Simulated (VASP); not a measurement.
Data:

```
W2Se3Te
1.0
    3.30934     0.00000     0.00000
   -1.65467     2.86597     0.00000
    0.00000     0.00000    13.06599
Te W Se
1 2 3
Direct
  0.33333   0.66667   0.38394
  0.00000   0.00000   0.23923
  0.33333   0.66667   0.75424
  0.00000   0.00000   0.62802
  0.00000   0.00000   0.88064
  0.33333   0.66667   0.11392
```

Method: LDA (Ceperley-Alder, Perdew-Zunger) with spin-orbit coupling, VASP's LDA PAW potentials (set 64) (plane waves; VASP). Numerical set-up: 400 eV cut-off, 7×7×2 Γ-centred mesh, Gaussian smearing of 0.050 eV, potentials Te W_sv Se.

The path is coarsely sampled, so an indirect gap can come out somewhat too large.

Q: Give the energies of bands 45 to 58 at the high-symmetry points, in eV from the valence-band maximum.

A: 
```csv
band,Γ,M,K,A,L,H
45,-1.05,-1.71,-2.76,-1.22,-1.68,-2.97
46,-1.05,-1.71,-2.62,-1.22,-1.68,-2.89
47,-0.93,-1.46,-2.44,-0.84,-1.41,-2.62
48,-0.93,-1.46,-2.34,-0.84,-1.41,-2.54
49,-0.83,-1.32,-0.88,-0.42,-1.33,-0.88
50,-0.83,-1.32,-0.68,-0.42,-1.33,-0.63
51,0.00,-0.57,-0.31,-0.07,-0.59,-0.40
52,0.00,-0.57,-0.15,-0.07,-0.59,-0.21
53,2.17,1.63,0.85,2.17,1.64,0.87
54,2.17,1.63,0.90,2.17,1.64,0.90
55,2.43,1.85,1.19,2.43,1.95,1.27
56,2.44,1.85,1.36,2.44,1.95,1.36
57,2.52,2.10,1.47,2.52,2.18,1.90
58,2.54,2.10,1.62,2.53,2.18,1.96
```

The gap is indirect, 0.70 eV, from the valence maximum at Γ to the conduction minimum at K-Γ at 0.50.

The structure comes from a computed database's TeW2Se3 entry (P3m1); how it stands against other phases isn't given here. It was relaxed first, which changed the volume by -15 %.
